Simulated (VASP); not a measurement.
Energy against volume of KBr (rock salt). These are PBE GGA, VASP's PBE PAW potentials (set 64) (plane waves; VASP) values and carry that method's errors. Settings: 520 eV cut-off, 7×7×7 Γ-centred mesh, Gaussian smearing of 0.050 eV, potentials K_sv Br.

| V (Å³/atom) | E (eV/atom) |
|---|---|
| 35.423 | -3.10467 |
| 36.553 | -3.10996 |
| 37.684 | -3.11180 |
| 38.815 | -3.11075 |

Task: Fit these four points and predict the energy of the run at 39.945 Å³/atom.

Result: A cubic in V^(−2/3), the third-order Birch-Murnaghan form, passes through the four points with V0 = 37.81 Å³/atom and B0 = 13 GPa, and gives -3.1073 eV/atom there. The run gave -3.1073 eV/atom, +0.0 meV/atom from the fit; all five points give B0 = 13 GPa.

The compound is KBr in the rock salt structure. It was relaxed first, which changed the volume by +5 %.
